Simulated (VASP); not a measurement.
Crystal: TlRu.

```
CELL_PARAMETERS angstrom
3.54715 0.00000 0.00000
-1.77357 3.07192 0.00000
0.00000 0.00000 4.93701
ATOMIC_POSITIONS crystal
Tl 0.00000 0.00000 0.00000
Ru 0.00000 0.00000 0.50000
```

The cell was built by a generator and needn't be a form met in nature.

| Property | Result |
| --- | --- |
| Program | VASP 6.6.1 |
| Task | relaxation of cell and atoms |
| Functional | TPSS |
| Potentials or basis | VASP PAW PBE potentials, release 64 (Tl_d, Ru_pv) |
| Cutoff | 600 eV |
| k mesh | 9 × 9 × 6 |
| Occupations | methfessel-paxton, width 0.1 eV |
| Spin | no spin polarisation |

At the start: pressure -1.5 GPa; volume 26.90 Å³/atom.

Problem. How do energy, volume and symmetry change on relaxing?

Solution. Over 22 steps the energy falls by 799.5 meV/atom and the volume is 19.94 Å³/atom (-25.9 %); space group P6/mmm (No. 191, to 0.05 Å).

The path:
| step | energy change (eV) | largest force (eV/Å) | pressure (GPa) | volume (Å³) |
| --- | --- | --- | --- | --- |
| 1 | 0.0000 | 0.0000 | -1.51 | 53.80 |
| 2 | -0.9693 | 0.0000 | -14.89 | 50.13 |
| 3 | -0.9360 | 0.0000 | -15.09 | 50.80 |
| 4 | -0.4996 | 0.0000 | 36.13 | 34.35 |
| 5 | -1.4658 | 0.0000 | -5.50 | 42.25 |
| 6 | -1.4682 | 0.0000 | -4.71 | 41.93 |
| 7 | -1.4686 | 0.0000 | -4.22 | 41.72 |
| 8 | -1.5937 | 0.0000 | 0.77 | 39.75 |
| 9 | -1.5987 | 0.0000 | -0.40 | 40.04 |
| 10 | -1.5988 | 0.0000 | -0.49 | 40.07 |
| 11 | -1.5989 | 0.0000 | 0.24 | 39.81 |
| 12 | -1.5990 | 0.0000 | -0.04 | 39.90 |
| 13 | -1.5990 | 0.0000 | -0.08 | 39.90 |
| 14 | -1.5990 | 0.0000 | 0.09 | 39.85 |
| 15 | -1.5990 | 0.0000 | 0.09 | 39.89 |
| 16 | -1.5990 | 0.0000 | -0.02 | 39.89 |
| 17 | -1.5991 | 0.0000 | 0.00 | 39.88 |
| 18 | -1.5991 | 0.0000 | 0.08 | 39.88 |
| 19 | -1.5991 | 0.0000 | 0.01 | 39.90 |
| 20 | -1.5991 | 0.0000 | -0.04 | 39.89 |
| 21 | -1.5991 | 0.0000 | 0.01 | 39.89 |
| 22 | -1.5991 | 0.0000 | -0.01 | 39.89 |

Final structure:
```
Tl Ru
1.0
     2.91940    0.00000    0.00000
    -1.45970    2.52827    0.00000
     0.00000    0.00000    5.40395
Tl Ru
1 1
Direct
  0.00000 0.00000 0.00000
  0.00000 0.00000 0.50000
```

Caveat: the volume moved by over 15 % at a fixed basis, so the end points are rough; the PAW data sets were made with another functional, which shifts forces and pressure a little.
